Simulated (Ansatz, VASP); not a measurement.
# Cross-check of MgO (Periclase) between VASP and Ansatz

Aim: how closely do two programs agree when they are given the same cell, functional and k mesh? The cell is taken from a series of runs on this material, whose earlier steps may have relaxed, scaled, displaced or heated it; both programs get it as it stands.

Calculated with Ansatz 0.2.0; plane waves, with VASP 6.6.1 beside it; zone-centre phonons at LDA.

## Step 1: The structure

It takes space group Fm-3m (No. 225, cubic). Conventional cell: a = 4.161 Å, b = 4.161 Å, c = 4.161 Å, α = 90.00°, β = 90.00°, γ = 90.00°. Nearest to O lie 6 Mg at 2.08 Å. Nearest to Mg lie 6 O at 2.08 Å. Farther neighbours and most contacts between anions are not listed.

## Step 2: Ansatz: zone-centre phonons, LDA

Ansatz runs on its PAW soft_1 files.

Second derivatives magnify differences that forces hide, and they need a tight electronic threshold.

input.yaml

```yaml
crystal:
  lattice:
    - [0.0, 2.0803230009, 2.0803230009]
    - [2.0803230009, 0.0, 2.0803230009]
    - [2.0803230009, 2.0803230009, 0.0]
  atoms:
    - { symbol: O, position: [0.5, 0.5, 0.5] }
    - { symbol: Mg, position: [0.0, 0.0, 0.0] }
total_charge: -0.018006
kpoints:
  mp_grid: { grid: [29, 29, 29] }
hamiltonian:
  xc: lda
  pseudopotentials: { kind: paw, azcp: { folder: soft_1 }, xc_functional: pbe }
scf:
  occupations: { method: fermi_dirac, width: 0.03 }
output:
  eigenvalues: true
phonons:
  method: dfpt
```

Run with:

```console
> ansatz run input.yaml --threads 4 --pin off --max-ram 16384MiB --backend cpu --events-out ev --progress --plain --runs-dir out
```

Numbers of over 12 decimals in the logs are rounded to 6 here.

Log:

```text
Engine: ansatz 0.2.0, aarch64-unknown-linux-gnu
Pseudopotentials: kind: paw
Pseudopotential: O, paw, valence charge 6, recommended cutoff 420 eV (normal), soft_1/O.paw.azcp
Pseudopotential: Mg, paw, valence charge 10, recommended cutoff 420 eV (normal), soft_1/Mg.paw.azcp
Functional definition: SPW92
  exchange = slater_x
  correlation = pw_c
Crystal: 2 atoms, lattice volume = 18.006 Å³
Basis set: ecut = 420 eV, 339 PW (Γ), exchange–correlation on 40×40×40 points (8 copies of the dense FFT grid, shifted against one another)
Bands: 13, of which v1, the nominal top of the filled ones, is band 8 counted from 1 (7 counted from 0)
Symmetry: 48 space group operations
k-points: 1800 of 24389 (irreducible under 8 space group operations, time reversal used)
Non-local potential: O, projectors of the file, l = 0: 2, l = 1: 2, l = 2: 1
Non-local potential: Mg, projectors of the file, l = 0: 3, l = 1: 2, l = 2: 1
PAW form: soft (Blöchl's): semilocal exchange-correlation on the pseudo side does not see the compensation charge
PAW frozen core: O, regenerated for the run's functional, and the local potential with it (the file was generated under x = pbe(κ = 0.804, μ = 0.219515), c = pbe(β = 0.066725))
PAW frozen core: Mg, regenerated for the run's functional, and the local potential with it (the file was generated under x = pbe(κ = 0.804, μ = 0.219515), c = pbe(β = 0.066725))
PAW one-centre angular grid: O, 110 points (default); XC on 64 Gauss nodes
PAW one-centre angular grid: Mg, 110 points (default); XC on 64 Gauss nodes
Initial density: superposition of atomic densities (chi_scale 0.1, normalization cell, long waves kept (reshape's long-wave potential 0.00 eV rms))
Initial wavefunctions: pseudopotential atomic-orbital guess
Functional: x = slater, c = lda
SCF iter   1: F=—  HF=-2459.846292 eV  |F-HF|=—  |Δ(HF+E_count)|=         —  Δρ=6.56e-2  dr2=3.99e-1  ethr=3.10e-3  ⟨swp⟩=6.2  Hψ=139523  notcnv=0
preconditioner: auto → none  [metal: Δε(μ)=0.010 eV  Ē_g=19.820 eV  σ=0.030 eV  W_gap=0.08  n_scr=8 (ndim 8)  ℏωp=24.8 eV  f_vac=0.000  D(μ)=0.06/eV (n_scr^D=0)  sad-step TF]
SCF iter   2: F=—  HF=-2459.814728 eV  |F-HF|=—  |Δ(HF+E_count)|=   3.16e-2  Δρ=3.60e-2  dr2=1.45e-1  ethr=2.49e-3  ⟨swp⟩=2.0  Hψ=45021  notcnv=0  defer=1720
SCF iter   3: F=—  HF=-2459.815500 eV  |F-HF|=—  |Δ(HF+E_count)|=   7.72e-4  Δρ=4.31e-3  dr2=2.01e-3  ethr=9.07e-4  ⟨swp⟩=2.3  Hψ=39355  notcnv=0  defer=1720
SCF iter   4: F=—  HF=-2459.815817 eV  |F-HF|=—  |Δ(HF+E_count)|=   3.18e-4  Δρ=3.68e-4  dr2=1.60e-5  ethr=1.25e-5  ⟨swp⟩=2.0  Hψ=42348  notcnv=0  defer=1720
SCF iter   5: F=—  HF=-2459.815820 eV  |F-HF|=—  |Δ(HF+E_count)|=   2.94e-6  Δρ=1.07e-4  dr2=7.64e-7  ethr=9.96e-8  ⟨swp⟩=2.0  Hψ=34308  notcnv=0  defer=1720
SCF iter   6: F=—  HF=-2459.815821 eV  |F-HF|=—  |Δ(HF+E_count)|=   8.71e-7  Δρ=1.57e-5  dr2=1.57e-8  ethr=4.77e-9  ⟨swp⟩=2.6  Hψ=28869  notcnv=0  defer=1720
SCF iter   7: F=—  HF=-2459.815821 eV  |F-HF|=—  |Δ(HF+E_count)|=   8.78e-9  Δρ=1.48e-6  dr2=1.32e-10  ethr=9.82e-11  ⟨swp⟩=2.7  Hψ=36588  notcnv=0  defer=1720
SCF iter   8: F=-2459.815821 eV  HF=-2459.815821 eV  |F-HF|=0.00e0  |Δ(HF+E_count)|=  2.91e-11  Δρ=2.65e-8  dr2=3.07e-14  ethr=1.00e-12  ⟨swp⟩=10.2  Hψ=114549  notcnv=0
the search or the solves at the SCF's close seem to have found levels that the self-consistency loop had missed (the run counts 2). By its estimate they hold under 1e-12 electrons; where the run keeps them, the occupations were computed again with them
SCF 1 converged in 8 iterations: F = -2459.815821 eV  dr2 = 3.07e-14
  greatest PAW one-centre occupation: 1.000 electrons in one spin orbital (limit 2), on the Mg atom at site 1 (counted from 0), in its partial waves of l = 1
DFPT response loops at Γ: preconditioner auto → Kerker (q_TF=auto, 2.676 Å⁻¹) (partly filled bands, converged f_vac=0.000); β = 1.00, the filter's whole step (`scf.mixing.beta` (0.50) is not read by the response loops under this deck's `scf.mixing.preconditioner`; to damp them name `kerker` or `kerker_dos`, under which they read `scf.mixing.beta`, and type it under 1.00, their step now; both keys bind the ground state too); Broyden in place of MSR1
SCF converged after 8 iterations
Free energy (F): -2459.815821 eV
Harris-Foulkes:  -2459.815821 eV  (|F-HF|=0.00e0)
Internal energy: -2459.815667 eV  (E = F + TS)
E sigma→0 (E₀):  -2459.815744 eV
Entropy (-TS):   -0.000154 eV (-0.077 meV/atom)
Fermi energy:    13.998381 eV
--- Per-component energies (eV) ---
  E_band       = -288.910790
  E_kinetic    = 243.835821
  E_local      = -1668.287247  (includes V_loc(G=0)·N_el)
  E_nonlocal   = 249.523363
  E_hartree    = 551.029960
  E_xc         = -99.727063
  E_vxc        = -128.670028  (∫ρ·V_xc dr)
  E_paw        = -431.138440  (= ΣΔE_a)
  E_vpaw       = -87.373453  (= ΣTr[D̂ρ^β])
  E_aug_tail   = 0.000830  (compensation charges beyond the density's cutoff)
  E_ewald      = -1305.300293
  E_core_change = 0.247401  (= ΣΔE_core)
  E_smearing   = -0.000154  (= −TS)
  E_closure    = 0.000000  (closes the sum)
  E_deformation_potential = -0.341477  (in the stress; not in F)
  Σ components = -2459.815821   (vs F -2459.815821, Δ=0.00e0)
--- Band table (eV; the first three rows and the last of 1800) ---
  k-point 0: bands = [... 4 lower, -9.0509, 8.1459, 8.1459, 8.1459, 13.1609, 23.8696, 23.8696, 23.8696, ... 1 higher]
  k-point 1: bands = [... 4 lower, -9.0362, 8.0568, 8.1370, 8.1370, 13.2451, 23.6595, 23.9012, 23.9012, ... 1 higher]
  k-point 2: bands = [... 4 lower, -8.9924, 7.8076, 8.1107, 8.1107, 13.4785, 23.1615, 23.9931, 23.9931, ... 1 higher]
  k-point 1799: bands = [... 4 lower, -7.2454, 4.9523, 5.1187, 6.2931, 19.7240, 19.9219, 20.4569, 23.9224, ... 1 higher]
--- Phonons (Γ-DFPT): 2 representative perturbations + reference, on 1800 of 24389 k-points (Σ response iterations 7) ---
  k mesh reduced under 8 symmetry operations, with k and −k counted as one. Each operation leaves every solved perturbation unchanged. A smaller set is not used because it would not reduce the number of displacements times k-points to solve
  ASR residual: 1.486e-5 → 0.000e0 eV/Å²; symmetrization residual: 8.430e-7 eV/Å²
  ASR residual per site (eV/Å²): 8.68e-6 1.49e-5
  Γ frequencies (cm⁻¹): 0.00 0.00 0.00 405.02 405.02 405.02
  non-analytic LO–TO correction: not included (Born effective charges unavailable; polar crystals: no LO–TO splitting at Γ)
```

In the SCF lines HF is the Harris–Foulkes energy and dr2 the Hartree energy of the density residual, in eV; the loop may stop once dr2 is under the threshold and the program's other checks hold. Hψ counts applications of the Hamiltonian.

## Step 3: VASP: zone-centre phonons, LDA

The same cell, functional (in two slightly different forms), mesh and smearing now go to VASP, with its own data sets.

Lines of VASP's logs that name or quote its potential files are left out, and so is its time.

INCAR

```
SYSTEM = MgO
PREC = Accurate
ENCUT = 600
EDIFF = 1E-08
NELM = 120
ISMEAR = -1
SIGMA = 0.03
LREAL = .FALSE.
ALGO = Normal
GGA = CA
NELECT = 8.018006
NBANDS = 10
LORBIT = 11
LWAVE = .FALSE.
LCHARG = .FALSE.
ISIF = 2
IBRION = 8
LASPH = .TRUE.
GGA_COMPAT = .FALSE.
KPAR = 2
```

POSCAR

```
MgO
1.0
    0.0000000000      2.0803230009      2.0803230009
    2.0803230009      0.0000000000      2.0803230009
    2.0803230009      2.0803230009      0.0000000000
O Mg
1 1
Direct
    0.5000000000      0.5000000000      0.5000000000
    0.0000000000      0.0000000000      0.0000000000
```

KPOINTS

```
Automatic mesh
0
Gamma
29 29 29
0 0 0
```

PAW data sets: O and Mg (LDA family, release 64).

Run with:

```console
> mpirun -np 2 vasp_std
```

Log:

```text
[banner, memory and clock lines left out]
running    2 mpi-ranks, on    1 nodes
 distrk:  each k-point on    1 cores,    2 groups
 distr:  one band on    1 cores,    1 groups

 POSCAR found type information on POSCAR O Mg
 POSCAR found :  2 types and       2 ions
 LDA part: xc-table for (Slater(with rela. corr.)+CA(PZ))
 , standard interpolation
 POSCAR, INCAR and KPOINTS ok, starting setup
 FFT: planning ... GRIDC
 FFT: planning ... GRID_SOFT
 FFT: planning ... GRID
 WAVECAR not read
 entering main loop
       N       E                     dE             d eps       ncg     rms          rms(c)
DAV:   1     0.152325999924E+02    0.15233E+02   -0.51088E+03 15458   0.805E+02
DAV:   2    -0.142427507992E+02   -0.29475E+02   -0.28543E+02 15414   0.150E+02
DAV:   3    -0.148879852251E+02   -0.64523E+00   -0.64469E+00 16082   0.199E+01
DAV:   4    -0.148894702476E+02   -0.14850E-02   -0.14850E-02 15108   0.105E+00
DAV:   5    -0.148894743873E+02   -0.41396E-05   -0.41397E-05 15188   0.528E-02BRMIX: very serious problems
 the old and the new charge density differ
 old charge density:     8.00000 new    8.01801
BRMIX: very serious problems
 the old and the new charge density differ
 old charge density:     8.00000 new    8.01801
    0.711E+00
DAV:   6    -0.133545760661E+02    0.15349E+01   -0.89349E+00 13840   0.178E+01    0.221E+00
DAV:   7    -0.133155016241E+02    0.39074E-01   -0.56561E-02 14810   0.232E+00    0.128E+00
DAV:   8    -0.132915209826E+02    0.23981E-01   -0.27763E-02 13880   0.187E+00    0.197E-01
DAV:   9    -0.132913172939E+02    0.20369E-03   -0.20693E-04 15692   0.119E-01    0.135E-01
DAV:  10    -0.132911804679E+02    0.13683E-03   -0.35066E-04 14416   0.172E-01    0.817E-03
DAV:  11    -0.132911796757E+02    0.79213E-06   -0.37885E-06 14868   0.117E-02    0.319E-03
DAV:  12    -0.132911796703E+02    0.54379E-08   -0.19339E-07 14956   0.311E-03    0.700E-04
DAV:  13    -0.132911796678E+02    0.25306E-08   -0.59529E-09  8084   0.910E-04
   1 F= -.13291180E+02 E0= -.13291103E+02  d E =-.153809E-03
 Linear response reoptimize wavefunctions to high precision
DAV:   1    -0.132911796685E+02   -0.77659E-09   -0.16877E-10  8902   0.132E-04
DAV:   2    -0.132911796685E+02    0.37517E-11   -0.10646E-11  7514   0.333E-05
 Linear response DOF=           2
 Linear response progress:
  Degree of freedom:   1/  2
       N       E                     dE             d eps       ncg     rms          rms(c)
RMM:   1    -0.349608954177E+00   -0.34961E+00    0.37843E-01 65089   0.426E+00
RMM:   2    -0.349315975450E+00    0.29298E-03   -0.19065E-03 56967   0.363E-01    0.134E-01
RMM:   3    -0.350690823074E+00   -0.13748E-02   -0.37474E-04 54822   0.141E-01    0.707E-02
RMM:   4    -0.352784290439E+00   -0.20935E-02   -0.37549E-04 52079   0.144E-01    0.171E-02
RMM:   5    -0.352795131530E+00   -0.10841E-04   -0.46543E-06 60037   0.202E-02    0.133E-03
RMM:   6    -0.352795941791E+00   -0.81026E-06   -0.34619E-08 62488   0.173E-03    0.765E-04
RMM:   7    -0.352791535450E+00    0.44063E-05   -0.25526E-09 61229   0.343E-04    0.542E-05
RMM:   8    -0.352791442706E+00    0.92743E-07   -0.14130E-09 63450   0.669E-05    0.160E-05
RMM:   9    -0.352791489765E+00   -0.47059E-07   -0.14097E-09 63008   0.285E-05    0.287E-06
RMM:  10    -0.352791483004E+00    0.67616E-08   -0.13820E-09 51223   0.196E-05    0.470E-07
 first order change of Fermi-energy   0.85045E-03
 force on displaced ion       1 direction 1 :  -6.014   0.000   0.000
 Linear response progress:
  Degree of freedom:   2/  2
       N       E                     dE             d eps       ncg     rms          rms(c)
RMM:   1    -0.222125146680E-02   -0.22213E-02   -0.35850E-05 76512   0.522E-01
RMM:   2    -0.216402713967E-02    0.57224E-04   -0.14781E-04 54921   0.844E-02    0.353E-02
RMM:   3    -0.213811783091E-02    0.25909E-04   -0.15852E-05 57546   0.279E-02    0.182E-02
RMM:   4    -0.213770782305E-02    0.41001E-06   -0.13487E-05 57784   0.253E-02    0.327E-03
RMM:   5    -0.213815708367E-02   -0.44926E-06   -0.13411E-07 58274   0.285E-03    0.301E-04
RMM:   6    -0.213818142083E-02   -0.24337E-07   -0.50675E-10 58428   0.197E-04    0.130E-04
RMM:   7    -0.213813236193E-02    0.49059E-07   -0.15938E-10 59464   0.121E-04    0.122E-05
RMM:   8    -0.213814617478E-02   -0.13813E-07    0.46092E-11 60459   0.127E-05    0.261E-06
RMM:   9    -0.213814513936E-02    0.10354E-08    0.48521E-11 54929   0.440E-06    0.389E-07
 first order change of Fermi-energy   0.34378E-04
 force on displaced ion       2 direction 1 :  -6.005   0.000   0.000
 Linear response finished
```

OUTCAR, selected parts (step 3):

```text
NELECT = 8.018006

 ion  position               nearest neighbor table
   1  0.500  0.500  0.500-   2 2.08   2 2.08   2 2.08   2 2.08   2 2.08   2 2.08
   2  0.000  0.000  0.000-   1 2.08   1 2.08   1 2.08   1 2.08   1 2.08   1 2.08

  LATTYP: Found a face centered cubic cell.
 ALAT       =     4.1606460018

 Subroutine GETGRP returns: Found 48 space group operations
 (whereof 48 operations were pure point group operations)

The static configuration has the point symmetry O_h .

 Found    680 irreducible k-points:

   k-points           NKPTS =    680   k-points in BZ     NKDIM =    680   number of bands    NBANDS=     10

   dimension x,y,z NGX =    24 NGY =   24 NGZ =   24
   dimension x,y,z NGXF=    48 NGYF=   48 NGZF=   48

   ENCUT  =  600.0 eV  44.10 Ry    6.64 a.u.   5.88  5.88  5.88*2*pi/ulx,y,z

 k-points in reciprocal lattice and weights: Automatic mesh
   0.00000000  0.00000000  0.00000000       0.000
   0.03448276  0.00000000  0.00000000       0.000
   0.06896552  0.00000000  0.00000000       0.000
   0.10344828  0.00000000  0.00000000       0.000
   0.13793103  0.00000000  0.00000000       0.000
   0.17241379  0.00000000  0.00000000       0.000
   0.20689655  0.00000000  0.00000000       0.000
   0.24137931  0.00000000  0.00000000       0.000
   0.27586207  0.00000000  0.00000000       0.000
[...]
-0.27586207  0.48275862  0.20689655       0.001
  -0.27586207  0.48275862  0.24137931       0.001

 average (electrostatic) potential at core
       1 -70.4705       2 -34.7259

  Total        0.0842437      0.0842437      0.0842437     -0.0000000      0.0000000      0.0000000
  in kB        7.4959338      7.4959338      7.4959338     -0.0000000      0.0000000      0.0000000
  external PRESSURE =       7.4959338 kB  Pullay stress =       0.0000000 kB

  energy-cutoff  :      600.00
  volume of cell :       18.01
      direct lattice vectors                 reciprocal lattice vectors
     0.000000000  2.080323001  2.080323001    -0.240347292  0.240347292  0.240347292
     2.080323001  0.000000000  2.080323001     0.240347292 -0.240347292  0.240347292
     2.080323001  2.080323001  0.000000000     0.240347292  0.240347292 -0.240347292

 POSITION                                       TOTAL-FORCE (eV/Angst)
 -----------------------------------------------------------------------------------
      2.08032      2.08032      2.08032         0.000000      0.000000     -0.000000
      0.00000      0.00000      0.00000        -0.000000     -0.000000      0.000000
 -----------------------------------------------------------------------------------
    total drift:                               -0.000000     -0.000000      0.000000

 Eigenvectors and eigenvalues of the dynamical matrix
 ----------------------------------------------------

   1 f  =   12.338960 THz    77.527972 2PiTHz  411.583400 cm-1    51.029815 meV
             X         Y         Z           dx          dy          dz
      2.080323  2.080323  2.080323    -0.776778    0.000000    0.000000
      0.000000  0.000000  0.000000     0.629774    0.000000    0.000000

   2 f  =   12.338960 THz    77.527972 2PiTHz  411.583400 cm-1    51.029815 meV
             X         Y         Z           dx          dy          dz
      2.080323  2.080323  2.080323     0.000000   -0.776778    0.000000
      0.000000  0.000000  0.000000     0.000000    0.629774    0.000000

   3 f  =   12.338960 THz    77.527972 2PiTHz  411.583400 cm-1    51.029815 meV
             X         Y         Z           dx          dy          dz
      2.080323  2.080323  2.080323     0.000000    0.000000    0.776778
      0.000000  0.000000  0.000000     0.000000    0.000000   -0.629774

   4 f/i=    0.004509 THz     0.028329 2PiTHz    0.150396 cm-1     0.018647 meV
             X         Y         Z           dx          dy          dz
      2.080323  2.080323  2.080323     0.000000    0.629774    0.000000
      0.000000  0.000000  0.000000     0.000000    0.776778    0.000000

   5 f/i=    0.004509 THz     0.028329 2PiTHz    0.150396 cm-1     0.018647 meV
             X         Y         Z           dx          dy          dz
      2.080323  2.080323  2.080323     0.000000    0.000000   -0.629774
      0.000000  0.000000  0.000000     0.000000    0.000000   -0.776778

   6 f/i=    0.004509 THz     0.028329 2PiTHz    0.150396 cm-1     0.018647 meV
             X         Y         Z           dx          dy          dz
      2.080323  2.080323  2.080323    -0.629774    0.000000    0.000000
      0.000000  0.000000  0.000000    -0.776778    0.000000    0.000000

 ELASTIC MODULI CONTR FROM IONIC RELAXATION (kBar)
 Direction    XX          YY          ZZ          XY          YZ          ZX
 --------------------------------------------------------------------------------
 XX           0.0000      0.0000      0.0000      0.0000      0.0000      0.0000
 YY           0.0000      0.0000      0.0000      0.0000      0.0000      0.0000
 ZZ           0.0000      0.0000      0.0000      0.0000      0.0000      0.0000
 XY           0.0000      0.0000      0.0000      0.0000      0.0000      0.0000
 YZ           0.0000      0.0000      0.0000      0.0000      0.0000      0.0000
 ZX           0.0000      0.0000      0.0000      0.0000      0.0000      0.0000
 --------------------------------------------------------------------------------
```

The cell is charged against a uniform background. Energies printed during the response cycles are not total energies of the cell. The run has no spin, yet a partly filled p shell of the light anion may carry a moment.

## Step 4: Differences

Known differences besides the potentials themselves: the two LDA forms differ slightly; the cutoff is 420 eV in Ansatz and 600 eV in VASP; VASP's log shows a relativistic correction to its local exchange, Ansatz's none. Total energies have different zeros and are not compared.

The two programs side by side:

```csv
quantity,Ansatz,VASP,difference
optical mode 1 to 3 (cm⁻¹),405.0,411.6,-1.59 %
```

Modes are paired by rising frequency, not by their patterns, so a pair may set unlike modes beside each other; they are those without the splitting of longitudinal modes. The cell carries a charge of -0.018006 e against a uniform background, so its pressure also hangs on how the neutralising background is counted, and in a defect's cell a gap may be the spacing between its levels.

## Step 5: What came out

* r.m.s. difference of the optical zone-centre modes, each program's sorted by frequency (zone-centre phonons, LDA): 6.6 cm⁻¹
* difference in optical mode 1 to 3 (zone-centre phonons, LDA): -1.6 %

What this shows: The r.m.s. difference of the optical zone-centre modes, each program's sorted by frequency is 6.6 cm⁻¹ (zone-centre phonons, LDA). The data sets hold unlike numbers of valence electrons (16.018 in Ansatz and 8.018 in VASP), so part of the differences comes from the potentials. Among the rows given in per cent, the largest difference of the zone-centre phonons, LDA pair is in optical mode 1 to 3, -1.6 %. How closely two codes agree says nothing of how well the functional describes the real material.

[Lines on the potential files, build, host, timing and source positions are cut from VASP's logs without a mark.]

[Logs are printed without paths, hosts, clocks, repeated set-up lines and the standing remarks that a program may print on its own settings, such as how far it seeks lower states.]

[Hosts, paths, dates, database ids (printed as entryN), source tags and the programs' standing remarks are cut or masked in the printed files.]
